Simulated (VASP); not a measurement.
```
CELL_PARAMETERS angstrom
      0.00000     8.84103    -0.02416
      4.35686     0.00000     0.00000
      0.00000    -5.71847    -8.35096
ATOMIC_POSITIONS crystal
  Ag 0.50000 0.48941 0.75000
  Ag 0.50000 0.51059 0.25000
  Te 0.30287 0.97982 0.29694
  Te 0.69713 0.97982 0.20306
  Te 0.69713 0.02018 0.70306
  Te 0.30287 0.02018 0.79694
  Te 0.81097 0.57502 0.04913
  Te 0.18903 0.57502 0.45087
  Te 0.18903 0.42498 0.95087
  Te 0.81097 0.42498 0.54913
  Au 0.00000 0.00000 0.00000
  Au 0.00000 0.00000 0.50000
```

Method: PBEsol GGA, VASP's PBE PAW potentials (set 64) (plane waves; VASP). Settings: 400 eV cut-off, Gaussian smearing of 0.050 eV, potentials Ag Te Au.

Problem. Give the energies of bands 39 to 52 at the high-symmetry points, in eV from the Fermi level.

Solution. 
| band | Γ | Z | D | B | A | E | C2 | Y2 |
|---|---|---|---|---|---|---|---|---|
| 39 | -1.77 | -1.93 | -2.79 | -1.90 | -1.84 | -2.68 | -2.89 | -1.94 |
| 40 | -1.53 | -1.65 | -2.79 | -1.90 | -1.84 | -2.68 | -2.76 | -1.70 |
| 41 | -1.53 | -1.45 | -1.41 | -1.16 | -1.64 | -1.53 | -2.48 | -1.62 |
| 42 | -1.11 | -1.43 | -1.41 | -1.16 | -1.64 | -1.53 | -2.46 | -1.27 |
| 43 | -0.90 | -1.01 | -0.85 | -0.61 | -1.25 | -1.09 | -2.10 | -1.13 |
| 44 | -0.79 | -0.79 | -0.85 | -0.61 | -1.25 | -1.09 | -2.07 | -0.91 |
| 45 | -0.60 | -0.68 | -0.23 | -0.15 | -0.51 | -0.36 | -1.61 | -0.90 |
| 46 | -0.54 | -0.63 | -0.23 | -0.15 | -0.51 | -0.36 | -1.06 | -0.39 |
| 47 | 0.14 | -0.31 | 0.11 | 0.61 | 0.68 | 0.18 | 1.39 | 0.93 |
| 48 | 0.32 | 0.00 | 0.11 | 0.61 | 0.68 | 0.18 | 1.52 | 0.94 |
| 49 | 0.51 | 0.13 | 1.36 | 1.31 | 1.07 | 0.82 | 1.60 | 1.30 |
| 50 | 0.94 | 0.54 | 1.36 | 1.31 | 1.07 | 0.82 | 1.92 | 1.47 |
| 51 | 1.52 | 1.07 | 1.52 | 1.49 | 1.44 | 1.33 | 2.08 | 1.52 |
| 52 | 1.66 | 1.11 | 1.52 | 1.49 | 1.44 | 1.33 | 2.32 | 1.77 |

It has no gap at this level: it comes out as a metal or semimetal.

The compound is AgTe4Au in the sg13 structure. It was relaxed first.
